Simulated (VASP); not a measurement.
Wanted: the native input for a VASP 6.6.1 run.

* Task: relaxation of cell and atoms
* Functional: PBEsol
* Potentials or basis: VASP PAW PBE potentials, release 64 (Mg, O)
* Cutoff: 600 eV
* k mesh: 12 × 12 × 12
* Occupations: gaussian, width 0.03 eV
* Spin: no spin polarisation
* Target pressure: 0.61 GPa
* Further INCAR settings: ALGO = Normal; EDIFF = 1e-06; IBRION = 2; EDIFFG = -0.01; NSW = 90; ISIF = 3
* Target pressure: 0.61 GPa

The structure of MgO (Periclase) lies in POSCAR:

```
MgO
1.0
    0.0000000000      2.1085000000      2.1085000000
    2.1085000000      0.0000000000      2.1085000000
    2.1085000000      2.1085000000      0.0000000000
Mg O
1 1
Direct
    0.0000000000      0.0000000000      0.0000000000
    0.5000000000      0.5000000000      0.5000000000
```

The input as run:

INCAR

```
ALGO = Normal
EDIFF = 1E-6
EDIFFG = -0.01
ENCUT = 600
GGA = PS
IBRION = 2
ISIF = 3
ISMEAR = 0
LASPH = True
LCHARG = False
LREAL = False
LWAVE = False
NELM = 80
NSW = 90
PREC = Accurate
PSTRESS = 6.1
SIGMA = 0.03
```

KPOINTS

```
k-points
0
Gamma
  12 12 12
```

Potentials or basis: VASP PAW PBE potentials, release 64 (Mg, O).

Command:

```sh
$ cat potpaw_PBE.64/Mg/POTCAR potpaw_PBE.64/O/POTCAR > POTCAR
$ mpirun -np 1 vasp_std > vasp.out
```

Results of the run:

| Quantity | Value |
| --- | --- |
| Relaxed volume | 9.28 Å³/atom |
| Relaxed cell | a = 2.972 Å, b = 2.972 Å, c = 2.972 Å, α = 60.00°, β = 60.00°, γ = 60.00° |
| Space group after relaxing (to 0.05 Å) | Fm-3m (No. 225) |
| Energy change on relaxing (the enthalpy is what falls) | -0.1 meV/atom |
| Ionic steps | 3 |
| Pressure after relaxing | 0.6 GPa |
| Band gap on the k mesh | 4.70 eV, direct |

Caveat: the cell is relaxed towards a set pressure, so the enthalpy falls and the energy may rise; the PAW data sets were made with another functional, which shifts forces and pressure a little.

Run time: 9.9 s on 1 thread of Intel(R) Xeon(R) Platinum 8488C (Sapphire Rapids), with other jobs on the host, peak memory 0.15 GiB.
